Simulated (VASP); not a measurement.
Consider the following.

```yaml
crystal:
  lattice:
    - [0.00000, 2.65474, 2.65474]
    - [2.65474, 0.00000, 2.65474]
    - [2.65474, 2.65474, 0.00000]
  atoms:
    - { symbol: Yb, position: [0.00000, 0.00000, 0.00000] }
```

All values below come from rev-vdW-DF2, VASP's PBE PAW potentials (set 64) (plane waves; VASP). Settings: 520 eV cut-off, 9×9×9 Γ-centred mesh, Gaussian smearing of 0.050 eV, potentials Yb_2.

The 4f electrons are frozen in the core of the lanthanide potential, so 4f levels, which can set the real gap, and their magnetism are missing.

### Question
What does the run give for the energy per atom (σ→0)?

### Answer

```json
{
 "energy per atom (σ→0)": "0.697 eV/atom"
}
```

Only differences to runs with the same potentials and settings are physical.

The compound is Yb in the fcc structure. It was relaxed first, which changed the volume by -9 %.
